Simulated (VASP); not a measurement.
Crystal: Ti2SiTe2.

```
Ti Si Te
1.0
     1.84000    1.06232    9.16667
    -1.84000    1.06232    9.16667
     0.00000   -2.12465    9.16667
Ti Si Te
2 1 2
Direct
  0.38450 0.38450 0.38450
  0.61550 0.61550 0.61550
  0.00000 0.00000 0.00000
  0.21700 0.21700 0.21700
  0.78300 0.78300 0.78300
```

The cell was built by a generator and needn't be a form met in nature.

* Program: VASP 6.6.1
* Task: relaxation of cell and atoms
* Functional: PBE
* Potentials or basis: VASP PAW PBE potentials, release 64 (Ti_sv, Si, Te)
* Cutoff: 520 eV
* k mesh: 4 × 4 × 4
* Occupations: gaussian, width 0.15 eV
* Spin: no spin polarisation

At the start: pressure 0.7 GPa; volume 21.50 Å³/atom.

Question: Where does the relaxation end?

Answer: Over 8 steps the energy falls by 14.5 meV/atom and the volume is 22.76 Å³/atom (+5.9 %); space group R-3m (No. 166, to 0.05 Å).

The path:
```tsv
step	energy change (eV)	largest force (eV/Å)	pressure (GPa)	volume (Å³)
1	0.0000	0.4777	0.67	107.51
2	-0.0288	0.3238	0.77	108.92
3	-0.0383	0.2251	0.37	109.80
4	-0.0392	0.4713	-0.22	111.57
5	-0.0418	0.3196	-0.17	110.73
6	-0.0547	0.2497	0.41	111.02
7	-0.0694	0.0907	0.99	111.91
8	-0.0725	0.0739	-0.12	113.80
```

Final structure:
```
Ti Si Te
1.0
     1.87164    1.08059    9.37810
    -1.87164    1.08059    9.37810
     0.00000   -2.16118    9.37810
Ti Si Te
2 1 2
Direct
  0.38280 0.38280 0.38280
  0.61720 0.61720 0.61720
  0.00000 0.00000 0.00000
  0.22241 0.22241 0.22241
  0.77759 0.77759 0.77759
```

Caveat: the k mesh is coarse (spacing up to 0.50 Å⁻¹), so the values aren't converged.
